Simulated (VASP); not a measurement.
The system is SnO.

```
CELL_PARAMETERS angstrom
3.80200 0.00000 0.00000
0.00000 3.80200 0.00000
0.00000 0.00000 4.83600
ATOMIC_POSITIONS crystal
Sn 0.00000 0.50000 0.23850
Sn 0.50000 0.00000 0.76150
O 0.00000 0.00000 0.00000
O 0.50000 0.50000 0.00000
```

Base run:

| Quantity | Value |
| --- | --- |
| Program | VASP 6.6.1 |
| Functional | r2SCAN |
| Potentials or basis | VASP PAW PBE potentials, release 64 (Sn_d, O) |
| Cutoff | 520 eV |
| k mesh | 8 × 8 × 6 |
| Occupations | gaussian, width 0.02 eV |
| Spin | no spin polarisation |

Its results: band gap on the k mesh 0.14 eV, indirect (least direct gap 2.29 eV); pressure 0.7 GPa; largest force 0.018 eV/Å.

Problem. After a change of settings the same cell gave: band gap on the k mesh 0.12 eV, indirect (least direct gap 2.25 eV); pressure 0.2 GPa; largest force 0.047 eV/Å. Which change was it?
A. functional from r2SCAN to SCAN; further incar settings from ALGO = Normal; EDIFF = 1e-07 to ALGO = Normal; EDIFF = 1e-06; NBANDS = 28
B. functional from r2SCAN to HSE06; k mesh from 8 × 8 × 6 to 4 × 4 × 4
C. functional from r2SCAN to PBE0; k mesh from 8 × 8 × 6 to 4 × 4 × 4

Solution. A.

Caveats: the PAW data sets were made with another functional, which shifts forces and pressure a little; spin-orbit coupling is left out, which moves the levels of the heavy elements.

Not every run made on this cell is shown here.
